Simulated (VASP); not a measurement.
Input:

```
CELL_PARAMETERS angstrom
      0.00000     2.47255     2.47255
      2.47255     0.00000     2.47255
      2.47255     2.47255     0.00000
ATOMIC_POSITIONS crystal
  Hf 0.00000 0.00000 0.00000
  O  0.75000 0.75000 0.75000
  O  0.25000 0.25000 0.25000
```

All values below come from PBE GGA, VASP's PBE PAW potentials (set 64) (plane waves; VASP 6.6.1). Settings: 400 eV cut-off, 12×12×12 Γ-centred mesh, Gaussian smearing of 0.010 eV, potentials Hf_pv O.

At this cut-off the stress carries a Pulay error, which pulls relaxed volumes low.

Task: Give the stress tensor in GPa (positive for a compressed cell).

Result: 
```
15.99   0.00   0.00
 0.00  15.99   0.00
 0.00   0.00  15.99
```
The pressure is its mean diagonal, 15.99 GPa.

The structure comes from a computed database's HfO2 entry; how it stands against other phases isn't given here. The cell was not relaxed at this level.
